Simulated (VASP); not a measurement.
Here is a VASP 6.6.1 calculation.

Contents of INCAR:

```
SYSTEM = Sb
  PREC = Accurate
  ENCUT = 700
  EDIFF = 1E-6
  ISMEAR = 0
  SIGMA = 0.1
  LREAL = .FALSE.
  LASPH = .TRUE.
  NELM = 80
  ALGO = Normal
  ISIF = 2
  LWAVE = .FALSE.
  LCHARG = .TRUE.
  GGA = PS
  LELF = .TRUE.
  LVHAR = .TRUE.
  NBANDS = 12
```

File KPOINTS:

```
Automatic mesh
0
G
  12 12 12
  0 0 0
```

File POSCAR:

```
Sb
1.0
    2.1629700000      1.2487900000      3.6801000000
   -2.1629700000      1.2487900000      3.6801000000
    0.0000000000     -2.4975800000      3.6801000000
Sb
2
Direct
    0.2362400000      0.2362400000      0.2362400000
    0.7637600000      0.7637600000      0.7637600000
```

Potentials or basis: VASP PAW PBE potentials, release 64 (Sb).

The run is started by

```console
$ cat potpaw_PBE.64/Sb/POTCAR > POTCAR
$ mpirun -np 1 vasp_std > vasp.out
```

Estimate the band gap on the k mesh.

none (metal or under the smearing width).

Predict the pressure.

0.0 GPa.

Caveat: the PAW data sets were made with another functional, which shifts forces and pressure a little. The run has no spin-orbit coupling, so splittings on Sb are missing.
